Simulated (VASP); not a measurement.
Given:

```
Mo
1.0
   -1.56082     1.56082     1.56082
    1.56082    -1.56082     1.56082
    1.56082     1.56082    -1.56082
Mo
1
Direct
  0.00000   0.00000   0.00000
```

Level of theory: TPSS meta-GGA, VASP's PBE PAW potentials (set 64) (plane waves; VASP). Run with 520 eV cut-off, 16×16×16 Γ-centred mesh, first-order Methfessel-Paxton smearing of 0.10 eV, potentials Mo_sv.

Task: Give the stress tensor in GPa (positive for a compressed cell).

Result: 
```
8.42  0.00  0.00
0.00  8.42  0.00
0.00  0.00  8.42
```
The pressure is its mean diagonal, 8.42 GPa.

The compound is Mo in the bcc structure. This cell is one point of a volume scan, at 0.97 of the reference volume.
